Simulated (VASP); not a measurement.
A convergence study with VASP on BaTe (rock salt): a few settings are varied, all else stays as given below, so the limit is that of these other settings. The cell's lengths are 1 % over those of the tabulated start and one atom is moved, so it is off equilibrium.

```
BaTe
1.0
    0.00000     3.53500     3.53500
    3.53500     0.00000     3.53500
    3.53500     3.53500     0.00000
Ba Te
1 1
Direct
  0.00000   0.00000   0.00000
  0.49143   0.50857   0.50857
```

All values below come from PBE GGA, VASP's PBE PAW potentials (set 64) (plane waves; VASP 6.6.1). The last row used: 900 eV cut-off, 5×5×5 Γ-centred mesh, Gaussian smearing of 0.050 eV, potentials Ba_sv Te_GW.

Energies of different potentials or hybrids have different zeros.

```csv
setting,E (eV/atom),pressure (GPa),plane waves
"ENCUT = 300, POTCAR Ba_sv Te",-4.3116,0.27,1055
"ENCUT = 400, POTCAR Ba_sv Te",-4.3116,0.26,1639
"ENCUT = 520, POTCAR Ba_sv Te",-4.3118,0.27,2421
"ENCUT = 700, POTCAR Ba_sv Te",-4.3120,0.27,3727
"ENCUT = 900, POTCAR Ba_sv Te",-4.3121,0.27,5521
"ENCUT = 300, POTCAR Ba_sv Te_GW",-4.3126,0.26,1055
"ENCUT = 400, POTCAR Ba_sv Te_GW",-4.3124,0.26,1639
"ENCUT = 520, POTCAR Ba_sv Te_GW",-4.3126,0.27,2421
"ENCUT = 700, POTCAR Ba_sv Te_GW",-4.3128,0.27,3727
"ENCUT = 900, POTCAR Ba_sv Te_GW",-4.3131,0.27,5521
```

Left out are rungs that failed or repeat a setting and relaxations that didn't move; long series are thinned to 24 rows.

The compound is BaTe in the rock salt structure. The cell was not relaxed at this level, it is distorted from the ideal structure.
